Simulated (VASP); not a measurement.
Here is a VASP 6.6.1 calculation.

INCAR

```
PREC     = Accurate       # precision mode
ENCUT    = 600            # plane-wave cutoff, eV
EDIFF    = 1E-6           # SCF threshold, eV
ISMEAR   = -1             # smearing method
SIGMA    = 0.05           # smearing width, eV
LREAL    = False          # projectors in reciprocal space
LASPH    = True           # aspherical terms in the spheres
NELM     = 80             # most SCF steps
ALGO     = Normal         # electronic algorithm
ISIF     = 3              # what is computed and relaxed
LWAVE    = False          # write WAVECAR
LCHARG   = False          # write CHGCAR
GGA      = PE             # functional
IBRION   = 2              # ionic algorithm
NSW      = 40             # ionic steps
EDIFFG   = -0.01          # ionic threshold
```

KPOINTS

```
Automatic mesh
0
Gamma
  8 8 8
```

The input POSCAR:

```
WAu
1.0
    0.0000000000      2.7479792600      2.7479792600
    2.7479792600      0.0000000000      2.7479792600
    2.7479792600      2.7479792600      0.0000000000
W Au
1 1
Direct
    0.0000000000      0.0000000000      0.0000000000
    0.7500000000      0.7500000000      0.7500000000
```

Potentials or basis: VASP PAW PBE potentials, release 64 (W_sv_GW, Au_sv_GW).

Launch:

```sh
$ cat potpaw_PBE.64/W_sv_GW/POTCAR potpaw_PBE.64/Au_sv_GW/POTCAR > POTCAR
$ mpirun -np 1 vasp_std > vasp.out
```

Question: Predict the relaxed volume.

Answer: 24.47 Å³/atom.

Question: Predict the relaxed cell.

Answer: a = 4.106 Å, b = 4.106 Å, c = 4.106 Å, α = 60.00°, β = 60.00°, γ = 60.00°.

Question: Predict the space group after relaxing (to 0.05 Å).

Answer: F-43m (No. 216).

Final structure:
```xyz
2
Lattice="0.0000 2.9034 2.9034 2.9034 0.0000 2.9034 2.9034 2.9034 0.0000" Properties=species:S:1:pos:R:3 pbc="T T T"
W     0.0000    0.0000    0.0000
Au    4.3550    4.3550    4.3550
```

Caveat: the volume moved by over 15 % at a fixed basis, so the end points are rough. The run has no spin-orbit coupling, so splittings on Au, W are missing.
